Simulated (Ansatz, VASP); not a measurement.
**KB3H8 in VASP and in Ansatz**

```
CELL_PARAMETERS angstrom
3.71281 -4.04043 0.00000
3.71281 4.04043 0.00000
0.00000 0.00000 8.19595
ATOMIC_POSITIONS crystal
K 0.66545 0.33455 0.75000
K 0.33455 0.66545 0.25000
B 0.28055 0.71945 0.64035
B 0.71945 0.28055 0.14035
B 0.71945 0.28055 0.35965
B 0.28055 0.71945 0.85965
B 0.09117 0.90883 0.75000
B 0.90883 0.09117 0.25000
H 0.20290 0.52065 0.58902
H 0.79710 0.47935 0.08902
H 0.52065 0.20290 0.41098
H 0.47935 0.79710 0.91098
H 0.79710 0.47935 0.41098
H 0.20290 0.52065 0.91098
H 0.47935 0.79710 0.58902
H 0.52065 0.20290 0.08902
H 0.13744 0.86256 0.57697
H 0.86256 0.13744 0.07697
H 0.86256 0.13744 0.42303
H 0.13744 0.86256 0.92303
H 0.87293 0.85313 0.75000
H 0.12707 0.14687 0.25000
H 0.85313 0.87293 0.25000
H 0.14687 0.12707 0.75000
```

The cell comes from a database or a generator and needn't be the stable form of this composition.

Alike in both runs: task electric field gradients; functional PBE; k mesh 5 × 5 × 4; occupations fermi-dirac, width 0.05 eV; no spin polarisation.

|  | VASP | Ansatz |
| --- | --- | --- |
| version | VASP 6.6.1 | Ansatz 0.2.0 |
| potentials or method | VASP PAW PBE potentials, release 64 (K_sv, B, H) | plane-wave PAW, scalar-relativistic |
| plane-wave cutoff (eV) | 520 | 420 |
| valence electrons in the cell | 52 | 52 |

|  | VASP | Ansatz | Ansatz less VASP |
| --- | --- | --- | --- |
| gap on the k mesh at the Fermi level (eV) | 5.73 | 5.73 | +0.001 |
| pressure (GPa) | 0.0 | 0.1 | +0.11 |
| largest component of the traceless stress (GPa) | 0.11 | 0.12 | +0.004 |
| rms of the force components (eV/Å) | 0.005 | 0.006 | +0.0001 |
| Vzz of the field gradient on the site that differs most (V/Å²) | 24.7 | 21.7 | -3.06 |

Atom by atom the forces differ by 0.005 eV/Å (rms over components).

Caveats: an odd mesh through Γ misses points on the zone boundary, where band edges often lie. As with any semilocal functional, this PBE gap is likely too small.
